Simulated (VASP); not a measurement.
KF (rock salt) relaxed at rising pressure, in one space group throughout; other phases were not tried. The pressures are those reached. Level of theory: PBE GGA, VASP's PBE PAW potentials (set 64) (plane waves; VASP).

```csv
P (GPa),V (Å³/atom),k-mesh
-0.02,19.909,8×8×8
4.90,17.594,9×9×9
9.99,16.208,9×9×9
20.01,14.537,9×9×9
29.92,13.481,10×10×10
```

A change of mesh leaves a small step in the series.

**Question.** Fit an equation of state and predict the volume at 45.02 GPa.

**Answer.** Least squares on the third-order Birch-Murnaghan form, P = (3B0/2)(y⁷ − y⁵)[1 + (3/4)(B′ − 4)(y² − 1)] with y = (V0/V)^(1/3), gives V0 = 19.895 Å³/atom, B0 = 30 GPa and B′ = 4.9, and so 12.384 Å³/atom. The run gave 12.385 Å³/atom, +0.0 % from the fit.

Pressures at which the relaxation failed are left out.

The compound is KF in the rock salt structure.
